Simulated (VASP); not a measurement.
Calculation: AM05 GGA, VASP's PBE PAW potentials (set 64) (plane waves; VASP 6.6.1).

The input files of a VASP run:

### POSCAR
```
Al
1
    0.0000000000     2.0016944090     2.0016944090
    2.0016944090     0.0000000000     2.0016944090
    2.0016944090     2.0016944090     0.0000000000
Al
1
Direct
  0.0000000000   0.0000000000   0.0000000000
```

INCAR:
```
ALGO = Normal
EDIFF = 1E-7
ENCUT = 520
GGA = AM
ISIF = 2
ISMEAR = -5
LASPH = .TRUE.
LCHARG = .TRUE.
LORBIT = 11
LREAL = .FALSE.
LWAVE = .FALSE.
NEDOS = 601
NELM = 100
PREC = Accurate
SYSTEM = Al
```

File KPOINTS:
```
Automatic mesh
0
Gamma
17 17 17
0 0 0
```

POTCAR, in this order: Al (PBE.64 set). Program: vasp_std.

Output of the run:

OSZICAR:
```
       N       E                     dE             d eps       ncg     rms          rms(c)
DAV:   1    -0.182689945756E+01   -0.18269E+01   -0.85005E+02  1715   0.324E+02
DAV:   2    -0.403557086308E+01   -0.22087E+01   -0.21241E+01  2090   0.313E+01
DAV:   3    -0.405605085843E+01   -0.20480E-01   -0.20364E-01  2180   0.351E+00
DAV:   4    -0.405611461004E+01   -0.63752E-04   -0.62617E-04  2200   0.187E-01
DAV:   5    -0.405611494980E+01   -0.33977E-06   -0.33348E-06  2200   0.108E-02    0.155E+00
DAV:   6    -0.403445949323E+01    0.21655E-01   -0.30653E-03  1990   0.400E-01    0.888E-01
DAV:   7    -0.401966904913E+01    0.14790E-01   -0.94813E-03  1960   0.661E-01    0.158E-01
DAV:   8    -0.401965979815E+01    0.92510E-05   -0.28737E-05  2025   0.617E-02    0.277E-02
DAV:   9    -0.401966177717E+01   -0.19790E-05   -0.35334E-06  2145   0.130E-02    0.178E-03
DAV:  10    -0.401966164394E+01    0.13323E-06   -0.75288E-09  1885   0.965E-04    0.122E-03
DAV:  11    -0.401966166362E+01   -0.19684E-07   -0.73139E-10  1120   0.252E-04
   1 F= -.40196617E+01 E0= -.40196617E+01  d E =0.000000E+00
```

OUTCAR:
```
------------------------ aborting loop because EDIFF is reached ----------------------------------------
  FORCE on cell =-STRESS in cart. coord.  units (eV):
  Direction    XX          YY          ZZ          XY          YZ          ZX
  --------------------------------------------------------------------------------------
  Total       -0.0031650     -0.0031650     -0.0031650     -0.0000000      0.0000000     -0.0000000
  in kB       -0.3161230     -0.3161230     -0.3161230     -0.0000000      0.0000000     -0.0000000
  external PRESSURE =      -0.3161230 kB  Pullay stress =       0.0000000 kB
  volume of cell :       16.04
      direct lattice vectors                 reciprocal lattice vectors
     0.000000000  2.001694409  2.001694409    -0.249788378  0.249788378  0.249788378
     2.001694409  0.000000000  2.001694409     0.249788378 -0.249788378  0.249788378
     2.001694409  2.001694409  0.000000000     0.249788378  0.249788378 -0.249788378
 POSITION                                       TOTAL-FORCE (eV/Angst)
 -----------------------------------------------------------------------------------
      0.00000      0.00000      0.00000        -0.000000     -0.000000      0.000000
 -----------------------------------------------------------------------------------
    total drift:                               -0.000000      0.000000      0.000000
  FREE ENERGIE OF THE ION-ELECTRON SYSTEM (eV)
  ---------------------------------------------------
  free  energy   TOTEN  =        -4.0196616636 eV

  energy  without entropy=       -4.0196616636  energy(sigma->0) =       -4.01966166

 total charge

# of ion       s       p       d       tot
------------------------------------------
    1        0.420   0.351   0.000   0.771
```
(Selected blocks of OUTCAR.)

For a metal the tetrahedron method with Blöchl corrections gives inexact stress and forces.

The compound is Al in the fcc structure. It was relaxed first.
